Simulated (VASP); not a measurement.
# Absorption of AlN from time-dependent hybrids

Wanted: excitation energies of AlN by functional. The cell is of the wurtzite type, one of the forms listed for this formula. The start is a cell from a database of measured crystal structures.

Program: VASP 6.6.1. Level of theory: LDA; plane waves and PAW (Al, N), in the first sound run; inputs show where later runs differ. Results are calculated unless marked as measured.

The database entry behind the starting cell differs from later determinations by our own check (inner coordinate u about 0.002 short), so it need not match the best structure at ambient conditions.

## Step 1: The structure

The structure is hexagonal, space group P6_3mc (No. 186). Conventional cell: a = 3.113 Å, b = 3.113 Å, c = 4.981 Å, α = 90.00°, β = 90.00°, γ = 120.00°. Nearest to Al lie 4 N at 1.89 Å. Nearest to N lie 4 Al at 1.89 Å. Farther neighbours and most contacts between anions are not listed.

## Step 2: Ground state at LDA

The orbitals come from a self-consistent LDA run. A small SIGMA keeps every occupation at zero or full.

Input file INCAR:

```
SYSTEM = AlN
PREC = Accurate
ENCUT = 420
EDIFF = 1E-08
NELM = 100
ISMEAR = 0
SIGMA = 0.01
LREAL = .FALSE.
ALGO = Normal
GGA = CA
NBANDS = 14
LORBIT = 11
LWAVE = .TRUE.
LCHARG = .FALSE.
KPAR = 8
```

Input file POSCAR:

```
AlN
1.0
    3.1130000000      0.0000000000      0.0000000000
   -1.5565000000      2.6959370820      0.0000000000
    0.0000000000      0.0000000000      4.9810000000
Al N
2 2
Direct
    0.6666666667      0.3333333333      0.5000000000
    0.3333333333      0.6666666667      0.0000000000
    0.6666666667      0.3333333333      0.8800000000
    0.3333333333      0.6666666667      0.3800000000
```

Input file KPOINTS:

```
Automatic mesh
0
Gamma
6 6 4
0 0 0
```

PAW data sets: Al and N (PBE family, release 64).

Started as:

```
mpirun -np 8 vasp_std
```

Log:

```text
[banner, memory and clock lines left out]
running    8 mpi-ranks, on    1 nodes
 distrk:  each k-point on    1 cores,    8 groups
 distr:  one band on    1 cores,    1 groups

 POSCAR found type information on POSCAR AlN
 POSCAR found :  2 types and       4 ions
|                                                                             |
|           W    W    AA    RRRRR   N    N  II  N    N   GGGG   !!!           |
|           W    W   A  A   R    R  NN   N  II  NN   N  G    G  !!!           |
|           W    W  A    A  R    R  N N  N  II  N N  N  G       !!!           |
|           W WW W  AAAAAA  RRRRR   N  N N  II  N  N N  G  GGG   !            |
|           WW  WW  A    A  R   R   N   NN  II  N   NN  G    G                |
|           W    W  A    A  R    R  N    N  II  N    N   GGGG   !!!           |
|                                                                             |
|     For optimal performance we recommend to set                             |
|       NCORE = 2 up to number-of-cores-per-socket                            |
|     NCORE specifies how many cores store one orbital (NPAR=cpu/NCORE).      |
|     This setting can greatly improve the performance of VASP for DFT.       |
|     The default, NCORE=1 might be grossly inefficient on modern             |
|     multi-core architectures or massively parallel machines. Do your        |
|     Unfortunately you need to use the default for GW and RPA                |
|     calculations (for HF NCORE is supported but not extensively tested      |
|     yet).                                                                   |
|                                                                             |

|                                                                             |
|               ----> ADVICE to this user running VASP <----                  |
|                                                                             |
|     You enforced a specific xc type in the INCAR file but a different       |
|     [... a line on the potential file left out ...]
|     I HOPE YOU KNOW WHAT YOU ARE DOING!                                     |
|                                                                             |

 LDA part: xc-table for (Slater(with rela. corr.)+CA(PZ))
 , standard interpolation
 POSCAR, INCAR and KPOINTS ok, starting setup
 FFT: planning ... GRIDC
 FFT: planning ... GRID_SOFT
 FFT: planning ... GRID
 WAVECAR not read
 entering main loop
       N       E                     dE             d eps       ncg     rms          rms(c)
DAV:   1     0.341085790278E+02    0.34109E+02   -0.65828E+03   588   0.856E+02
DAV:   2    -0.342599178764E+02   -0.68368E+02   -0.62558E+02   804   0.180E+02
DAV:   3    -0.374563353089E+02   -0.31964E+01   -0.31842E+01   798   0.411E+01
DAV:   4    -0.374772148014E+02   -0.20879E-01   -0.20877E-01   660   0.396E+00
DAV:   5    -0.374774795302E+02   -0.26473E-03   -0.26471E-03   804   0.441E-01    0.116E+01
DAV:   6    -0.329000549420E+02    0.45774E+01   -0.12637E+01   684   0.254E+01    0.403E+00
DAV:   7    -0.328669120682E+02    0.33143E-01   -0.72651E-01   630   0.567E+00    0.287E+00
DAV:   8    -0.328158045937E+02    0.51107E-01   -0.11435E-01   654   0.282E+00    0.627E-01
DAV:   9    -0.328092418270E+02    0.65628E-02   -0.21348E-02   762   0.105E+00    0.258E-01
DAV:  10    -0.328095564975E+02   -0.31467E-03   -0.21175E-03   666   0.295E-01    0.203E-01
DAV:  11    -0.328094491470E+02    0.10735E-03   -0.20674E-04   726   0.107E-01    0.388E-02
DAV:  12    -0.328094475357E+02    0.16113E-05   -0.44627E-06   774   0.176E-02    0.128E-02
DAV:  13    -0.328094468401E+02    0.69565E-06   -0.34747E-06   744   0.134E-02    0.125E-03
DAV:  14    -0.328094468622E+02   -0.22058E-07   -0.67852E-08   672   0.238E-03    0.141E-03
DAV:  15    -0.328094468638E+02   -0.16621E-08   -0.37931E-09   486   0.500E-04
   1 F= -.32809447E+02 E0= -.32809447E+02  d E =-.342771E-64
 writing wavefunctions
```

The job ended after 2.8 s (8 MPI ranks of AMD EPYC 7R43, shared host; peak memory 0.86 GiB).

The logs omit lines about the potential files and the build; timing stands in the text.

OUTCAR, selected parts (step 2):

```text
ion  position               nearest neighbor table
   1  0.667  0.333  0.500-   3 1.89   4 1.89   4 1.89   4 1.89   2 3.07   2 3.07   2 3.07   2 3.07
                             2 3.07   2 3.07
   2  0.333  0.667  0.000-   4 1.89   3 1.89   3 1.89   3 1.89   1 3.07   1 3.07   1 3.07   1 3.07
                             1 3.07   1 3.07
   3  0.667  0.333  0.880-   1 1.89   2 1.89   2 1.89   2 1.89
   4  0.333  0.667  0.380-   2 1.89   1 1.89   1 1.89   1 1.89

  LATTYP: Found a hexagonal cell.
 ALAT       =     3.1130000000
 C/A-ratio  =     1.6000642467

 Subroutine GETGRP returns: Found 12 space group operations
 (whereof  6 operations were pure point group operations)

The static configuration has the point symmetry C_3v.
 The point group associated with its full space group is C_6v.

 Found     21 irreducible k-points:

   k-points           NKPTS =     21   k-points in BZ     NKDIM =     21   number of bands    NBANDS=     14

   dimension x,y,z NGX =    24 NGY =   24 NGZ =   36
   dimension x,y,z NGXF=    48 NGYF=   48 NGZF=   72

   ENCUT  =  420.0 eV  30.87 Ry    5.56 a.u.   5.20  5.20  8.32*2*pi/ulx,y,z

   NELECT =      16.0000    total number of electrons

 k-points in reciprocal lattice and weights: Automatic mesh
   0.00000000  0.00000000  0.00000000       0.007
   0.16666667  0.00000000  0.00000000       0.042
   0.33333333  0.00000000  0.00000000       0.042
   0.50000000  0.00000000  0.00000000       0.021
   0.16666667  0.16666667  0.00000000       0.042
   0.33333333  0.16666667  0.00000000       0.083
   0.33333333  0.33333333  0.00000000       0.014
   0.00000000  0.00000000  0.25000000       0.014
   0.16666667  0.00000000  0.25000000       0.083
[...]
0.33333333  0.16666667  0.50000000       0.083
   0.33333333  0.33333333  0.50000000       0.014

 average (electrostatic) potential at core
       1 -71.1826       2 -71.1826       3 -59.9347       4 -59.9347

 E-fermi :   5.9766

 k-point     1 :       0.0000    0.0000    0.0000
  band No.  band energies     occupation
    ...
      4       5.0186      2.00000
      5       5.0186      2.00000
      6       5.6793      2.00000
      7       5.6793      2.00000
      8       5.8590      2.00000
      9      10.0951      0.00000
     10      12.4117      0.00000
     11      16.3326      0.00000
     12      16.8364      0.00000
     13      16.8364      0.00000
    ...

 k-point     2 :       0.1667    0.0000    0.0000
  band No.  band energies     occupation
    ...
      4       3.5854      2.00000
      5       4.3932      2.00000
      6       4.6197      2.00000
      7       5.5994      2.00000
      8       5.6841      2.00000
      9      11.3433      0.00000
     10      13.4577      0.00000
     11      14.9120      0.00000
     12      15.4935      0.00000
     13      17.7603      0.00000
    ...

 k-point     3 :       0.3333    0.0000    0.0000
  band No.  band energies     occupation
    ...
      4       1.4004      2.00000
      5       2.5498      2.00000
      6       4.0207      2.00000
      7       4.9756      2.00000
      8       5.3342      2.00000
      9      11.9781      0.00000
     10      12.4482      0.00000
     11      13.7357      0.00000
     12      16.0387      0.00000
     13      17.0779      0.00000
    ...

  Total       -1.5895224     -1.5895224     -1.1617257      0.0000000      0.0000000      0.0000000
  in kB      -60.9216739    -60.9216739    -44.5254944      0.0000000      0.0000000      0.0000000
  external PRESSURE =     -55.4562807 kB  Pullay stress =       0.0000000 kB

  energy-cutoff  :      420.00
  volume of cell :       41.80
      direct lattice vectors                 reciprocal lattice vectors
     3.113000000  0.000000000  0.000000000     0.321233537  0.185464269  0.000000000
    -1.556500000  2.695937082  0.000000000     0.000000000  0.370928538  0.000000000
     0.000000000  0.000000000  4.981000000     0.000000000  0.000000000  0.200762899

 POSITION                                       TOTAL-FORCE (eV/Angst)
 -----------------------------------------------------------------------------------
      1.55650      0.89865      2.49050        -0.000000     -0.000000     -0.122508
     -0.00000      1.79729      0.00000         0.000000      0.000000     -0.122508
      1.55650      0.89865      4.38328        -0.000000     -0.000000      0.122508
     -0.00000      1.79729      1.89278         0.000000     -0.000000      0.122508
 -----------------------------------------------------------------------------------
    total drift:                               -0.000000     -0.000000     -0.000029

  FREE ENERGIE OF THE ION-ELECTRON SYSTEM (eV)
  ---------------------------------------------------
  free  energy   TOTEN  =       -32.8094468638 eV

  energy  without entropy=      -32.8094468638  energy(sigma->0) =      -32.80944686

 total charge
# of ion       s       p       d       tot
------------------------------------------
    1        0.364   0.442   0.000   0.806
    2        0.364   0.442   0.000   0.806
    3        1.217   2.602   0.000   3.819
    4        1.217   2.602   0.000   3.819
--------------------------------------------------
tot          3.161   6.089   0.000   9.250

[... 3 further parts left out ...]
```

The gap is read on the k-mesh alone, so it is an upper bound where the band edges lie off the mesh. The PAW data sets were made with PBE, though LDA sets exist; this is a small mismatch.

A gap read on the k-mesh alone can miss the band edges.

This step gave:

| Quantity | Value |
| --- | --- |
| free energy (TOTEN) | -32.81 eV |
| Fermi energy | 5.977 eV |
| pressure | -5.546 GPa |
| gap on the k-mesh | 4.236 eV |
| least direct gap on the k-mesh | 4.236 eV |

## Step 3: Empty bands, functional LDA

ALGO = Exact diagonalises the converged Hamiltonian in one step, and LOPTICS writes the k-derivatives of the orbitals (WAVEDER), which give the transition dipoles.

Input file INCAR:

```
SYSTEM = AlN
PREC = Accurate
ENCUT = 420
ISMEAR = 0
SIGMA = 0.01
LREAL = .FALSE.
GGA = CA
NBANDS = 24
ALGO = Exact
NELM = 1
LWAVE = .TRUE.
LCHARG = .FALSE.
LOPTICS = .TRUE.
NEDOS = 1000
CSHIFT = 0.1
```

POSCAR is that of step 2.

KPOINTS is that of step 2.

Started as:

```
mpirun -np 8 vasp_std
```

Log:

```text
[banner, memory and clock lines left out]
running    8 mpi-ranks, on    1 nodes
 distrk:  each k-point on    8 cores,    1 groups
 distr:  one band on    1 cores,    8 groups

 POSCAR found type information on POSCAR AlN
 POSCAR found :  2 types and       4 ions
 [... a notice as in an earlier step ...]

 [... a notice as in an earlier step ...]

 LDA part: xc-table for (Slater(with rela. corr.)+CA(PZ))
 , standard interpolation
 found WAVECAR, reading the header
  number of bands has changed, file:    14 present:    24
  trying to continue reading WAVECAR, but it might fail
 POSCAR, INCAR and KPOINTS ok, starting setup
 FFT: planning ... GRIDC
 FFT: planning ... GRID_SOFT
 FFT: planning ... GRID
 reading WAVECAR
 random initialization beyond band           14
 the WAVECAR file was read successfully
 initial charge from wavefunction
 entering main loop
       N       E                     dE             d eps       ncg     rms          rms(c)
DIA:   1    -0.328094468638E+02   -0.32809E+02    0.00000E+00     0   0.000E+00
   1 F= -.32809447E+02 E0= -.32809447E+02  d E =-.956424E-22
 writing wavefunctions
 optical routines
 imaginary and real dielectric function
 recalculating local potential from charge density
 direction            1
 direction            2
 direction            3
```

It took 8.4 s on 8 MPI ranks; peak memory 0.94 GiB; 53 s of CPU time.

OUTCAR, selected parts (step 3):

```text
 Found     21 irreducible k-points:

   k-points           NKPTS =     21   k-points in BZ     NKDIM =     21   number of bands    NBANDS=     24

   NELECT =      16.0000    total number of electrons

 E-fermi :   5.9227

 k-point     1 :       0.0000    0.0000    0.0000
  band No.  band energies     occupation
    ...
      4       5.0186      2.00000
      5       5.0186      2.00000
      6       5.6794      2.00000
      7       5.6794      2.00000
      8       5.8590      2.00000
      9      10.0951      0.00000
     10      12.4117      0.00000
     11      16.3326      0.00000
     12      16.8364      0.00000
     13      16.8364      0.00000
    ...

 k-point     2 :       0.1667    0.0000    0.0000
  band No.  band energies     occupation
    ...
      4       3.5854      2.00000
      5       4.3933      2.00000
      6       4.6198      2.00000
      7       5.5995      2.00000
      8       5.6841      2.00000
      9      11.3433      0.00000
     10      13.4577      0.00000
     11      14.9121      0.00000
     12      15.4935      0.00000
     13      17.7603      0.00000
    ...

  Total       -1.5899713     -1.5899713     -1.1621581      0.0000000      0.0000000      0.0000000
  in kB      -60.9388775    -60.9388775    -44.5420683      0.0000000      0.0000000      0.0000000
  external PRESSURE =     -55.4732744 kB  Pullay stress =       0.0000000 kB

 POSITION                                       TOTAL-FORCE (eV/Angst)
 -----------------------------------------------------------------------------------
      1.55650      0.89865      2.49050        -0.000000      0.000000     -0.122519
     -0.00000      1.79729      0.00000         0.000000      0.000000     -0.122519
      1.55650      0.89865      4.38328        -0.000000      0.000000      0.122519
     -0.00000      1.79729      1.89278         0.000000      0.000000      0.122519
 -----------------------------------------------------------------------------------
    total drift:                               -0.000000     -0.000000      0.000006

 plasma frequency squared (from intraband transitions) (eV^2)
  --------------------------------------------------------------------------------------
       0.000       0.000       0.000
       0.000       0.000       0.000
       0.000      -0.000       0.000

[... 12 parts as in an earlier step ...]

[... 3 further parts left out ...]
```

WAVECAR now holds 24 bands for 16 electrons. Its independent-particle dielectric tensor has xx, yy, zz = 4.7, 4.7, 4.8 on this mesh, which isn't tested for convergence in mesh or bands and lacks local fields.

[end of part 1 of 5]

[Lines on the potential files, build, host, timing and source positions are cut from VASP's logs without a mark.]

[Logs are printed without paths, hosts, clocks, repeated set-up lines and the standing remarks that a program may print on its own settings, such as how far it seeks lower states.]

[Hosts, paths, dates, database ids (printed as entryN), source tags and the programs' standing remarks are cut or masked in the printed files.]

[Pressures printed for these runs are not shown converged in the cutoff: they can be off by several GPa and have the wrong sign.]
